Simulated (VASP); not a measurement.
These are PBE GGA, VASP's PBE PAW potentials (set 64) (plane waves; VASP 6.6.1) values and carry that method's errors.

VASP ran on this input.

File KPOINTS:
```
Automatic mesh
0
Gamma
8 8 4
0 0 0
```

**INCAR**
```
# general
SYSTEM   =  CdSe
PREC     =  Accurate
ENCUT    =  520
LREAL    =  .FALSE.   # projection in real space or not
LASPH    =  .TRUE.

# electronic loop
EDIFF    =  1E-7
NELM     =  100   # most electronic steps
ALGO     =  Normal   # blocked Davidson
LMAXMIX  =  4   # l cut-off of mixed one-centre charges

# smearing
ISMEAR   =  -5

# functional
GGA      =  PE   # PBE

# ions
ISIF     =  2   # forces and stress, cell fixed

# output
LWAVE    =  .FALSE.
LCHARG   =  .TRUE.
LORBIT   =  11
NEDOS    =  601   # DOS grid
```

File POSCAR:
```
CdSe
4.3919730
  0.5000000442  -0.8660254232   0.0000000000
  0.5000000442   0.8660254232   0.0000000000
  0.0000000000   0.0000000000   1.6308658703
Cd Se
2 2
Cartesian
  0.5000000442  -0.2886757184   0.8154820128
  0.5000000442   0.2886757184   0.0000490776
  0.5000000442  -0.2886757184   1.4285894247
  0.5000000442   0.2886757184   0.6131564896
```

POTCAR, in this order: Cd Se (PBE.64 set). Program: vasp_std.

Output

### OUTCAR
```
 ion  position               nearest neighbor table
   1  0.667  0.333  0.500-   4 2.69   4 2.69   4 2.69   3 2.69
   2  0.333  0.667  0.000-   3 2.69   3 2.69   3 2.69   4 2.69
   3  0.667  0.333  0.876-   2 2.69   2 2.69   2 2.69   1 2.69
   4  0.333  0.667  0.376-   1 2.69   1 2.69   1 2.69   2 2.69
  LATTYP: Found a hexagonal cell.
 ALAT       =     4.3919731709
 C/A-ratio  =     1.6308658068
 Subroutine PRICEL returns:
 Original cell was already a primitive cell.
 Subroutine GETGRP returns: Found 12 space group operations
The static configuration has the point symmetry C_3v.
 The point group associated with its full space group is C_6v.
The dynamic configuration has the point symmetry C_3v.
 Subroutine INISYM returns: Found 12 space group operations
 Subroutine IBZKPT returns following result:
 Found     30 irreducible k-points:

 Following reciprocal coordinates:
            Coordinates               Weight
  0.000000  0.000000  0.000000      1.000000
  0.125000  0.000000  0.000000      6.000000
  0.250000  0.000000  0.000000      6.000000
  0.375000  0.000000  0.000000      6.000000
  0.500000  0.000000  0.000000      3.000000
...
```

OSZICAR:
```
       N       E                     dE             d eps       ncg     rms          rms(c)
DAV:   1     0.242709275210E+03    0.24271E+03   -0.17159E+04  1320   0.146E+03
DAV:   2     0.199156698396E+01   -0.24072E+03   -0.23618E+03  1512   0.348E+02
DAV:   3    -0.116347594619E+02   -0.13626E+02   -0.13579E+02  1566   0.816E+01
DAV:   4    -0.117652934415E+02   -0.13053E+00   -0.13048E+00  1470   0.782E+00
DAV:   5    -0.117663916745E+02   -0.10982E-02   -0.10982E-02  1572   0.665E-01    0.806E+00
DAV:   6    -0.110260712689E+02    0.74032E+00   -0.16958E+00  1562   0.124E+01    0.637E+00
DAV:   7    -0.109956096540E+02    0.30462E-01   -0.55252E-01  1488   0.408E+00    0.261E+00
DAV:   8    -0.109948708841E+02    0.73877E-03   -0.57197E-02  1410   0.262E+00    0.350E-01
DAV:   9    -0.109947092197E+02    0.16166E-03   -0.90722E-03  1542   0.118E+00    0.110E-01
DAV:  10    -0.109948663040E+02   -0.15708E-03   -0.95447E-04  1422   0.362E-01    0.761E-02
DAV:  11    -0.109949895297E+02   -0.12323E-03   -0.31053E-04  1446   0.120E-01    0.231E-02
DAV:  12    -0.109949602808E+02    0.29249E-04   -0.12557E-04  1564   0.112E-01    0.716E-03
DAV:  13    -0.109949639170E+02   -0.36362E-05   -0.19165E-05  1452   0.244E-02    0.850E-03
DAV:  14    -0.109949634699E+02    0.44718E-06   -0.12723E-06  1566   0.660E-03    0.409E-03
DAV:  15    -0.109949638113E+02   -0.34144E-06   -0.30197E-07  1428   0.275E-03    0.564E-04
DAV:  16    -0.109949637839E+02    0.27432E-07   -0.27716E-08   942   0.875E-04
   1 F= -.10994964E+02 E0= -.10994964E+02  d E =0.000000E+00
```

### OUTCAR
```
------------------------ aborting loop because EDIFF is reached ----------------------------------------
  FORCE on cell =-STRESS in cart. coord.  units (eV):
  Direction    XX          YY          ZZ          XY          YZ          ZX
  --------------------------------------------------------------------------------------
  Total       -0.0008787     -0.0008787      0.0256407     -0.0000000      0.0000000      0.0000000
  in kB       -0.0117657     -0.0117657      0.3433307     -0.0000000      0.0000000      0.0000000
  external PRESSURE =       0.1065997 kB  Pullay stress =       0.0000000 kB
  volume of cell :      119.65
      direct lattice vectors                 reciprocal lattice vectors
     2.195986694 -3.803560276  0.000000000     0.227688083 -0.131455785  0.000000000
     2.195986694  3.803560276  0.000000000     0.227688083  0.131455785  0.000000000
     0.000000000  0.000000000  7.162718869     0.000000000  0.000000000  0.139611790
  FREE ENERGIE OF THE ION-ELECTRON SYSTEM (eV)
  ---------------------------------------------------
  free  energy   TOTEN  =       -10.9949637839 eV

  energy  without entropy=      -10.9949637839  energy(sigma->0) =      -10.99496378

 total charge

# of ion       s       p       d       tot
------------------------------------------
    1        0.435   0.281   9.554  10.270
    2        0.435   0.281   9.554  10.270
    3        1.446   2.367   0.018   3.831
    4        1.446   2.367   0.018   3.831
--------------------------------------------------
tot          3.761   5.297  19.145  28.203
```
(Selected blocks of OUTCAR.)

The compound is CdSe in the wurtzite structure. It was relaxed first, which changed the volume by +7 %.
